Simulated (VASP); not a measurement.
Level of theory: PBE GGA, VASP's PBE PAW potentials (set 64) (plane waves; VASP).

VASP input:

KPOINTS:
```
Automatic
0
G
  9 9 3
```

### INCAR
```
# general
SYSTEM  = La
PREC    = Accurate
ENCUT   = 520
LREAL   = .FALSE.
LASPH   = .TRUE.

# electronic loop
EDIFF   = 1E-7
NELM    = 100
ALGO    = Normal
LMAXMIX = 6

# smearing
ISMEAR  = 1
SIGMA   = 0.1

# functional
GGA     = PE

# ions
IBRION  = 2
NSW     = 30
ISIF    = 4
EDIFFG  = -0.01

# output
LWAVE   = .FALSE.
LCHARG  = .FALSE.
```

**POSCAR**
```
La
1
    1.8686194645    -3.2365440788     0.0000000000
    1.8686194645     3.2365440788     0.0000000000
    0.0000000000     0.0000000000    11.9499642824
La
4
Direct
  0.0000000000   0.0000000000   0.5000000000
  0.0000000000   0.0000000000   0.0000000000
  0.3333330000   0.6666670000   0.2500000000
  0.6666670000   0.3333330000   0.7500000000
```

POTCAR, in this order: La (PBE.64 set). Program: vasp_std.

Estimate the energy per atom (σ→0), band gap (on the k-mesh).

```yaml
energy per atom (σ→0): -4882 meV/atom
band gap (on the k-mesh): none (metal, semimetal or under 0.01 eV)
```

OSZICAR:
```
...
DAV:  11    -0.195265721798E+02   -0.44130E-04   -0.49072E-04  2328   0.893E-02    0.320E-02
DAV:  12    -0.195265875447E+02   -0.15365E-04   -0.19851E-04  2176   0.867E-02    0.808E-03
DAV:  13    -0.195265915740E+02   -0.40293E-05   -0.42606E-05  2304   0.365E-02    0.449E-03
DAV:  14    -0.195265906921E+02    0.88195E-06   -0.10415E-05  2232   0.150E-02    0.198E-03
DAV:  15    -0.195265901792E+02    0.51288E-06   -0.21868E-06  1496   0.624E-03    0.383E-04
DAV:  16    -0.195265898917E+02    0.28751E-06   -0.50902E-07  1224   0.360E-03    0.529E-04
DAV:  17    -0.195265899405E+02   -0.48821E-07   -0.12614E-07  1200   0.268E-03
   1 F= -.19526590E+02 E0= -.19526516E+02  d E =-.195266E+02
```

The compound is La in the dhcp structure. This cell is one point of a volume scan, at 0.97 of the reference volume.
